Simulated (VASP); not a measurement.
```
Ge
1.0
   -2.55781     2.55781     1.41925
    2.55781    -2.55781     1.41925
    2.55781     2.55781    -1.41925
Ge
2
Direct
  0.25000   0.75000   0.50000
  0.50000   0.50000   0.00000
```

The numbers are results of r2SCAN meta-GGA, VASP's PBE PAW potentials (set 64) (plane waves; VASP), not measurements. Numerical set-up: 400 eV cut-off, 16×16×16 Γ-centred mesh, tetrahedra with Blöchl corrections, potentials Ge_d.

**Question.** Give the energies of bands 12 to 17 at the high-symmetry points, in eV from the Fermi level.

**Answer.** 
| band | Γ | X | M | Z | P | N |
|---|---|---|---|---|---|---|
| 12 | -3.85 | -10.99 | -9.15 | -6.67 | -7.30 | -6.74 |
| 13 | -2.43 | 0.69 | -6.12 | -4.00 | -4.55 | -2.63 |
| 14 | -2.43 | 0.69 | -6.12 | -3.81 | -4.55 | -2.10 |
| 15 | 3.85 | 2.39 | 6.00 | -3.81 | 4.43 | -1.60 |
| 16 | 8.14 | 2.39 | 6.00 | 4.11 | 4.43 | 2.77 |
| 17 | 8.15 | 7.55 | 11.90 | 6.97 | 5.25 | 3.80 |

It has no gap at this level: it comes out as a metal or semimetal.

The structure comes from a computed database's Ge entry (I4_1/amd); how it stands against other phases isn't given here. It was relaxed first.
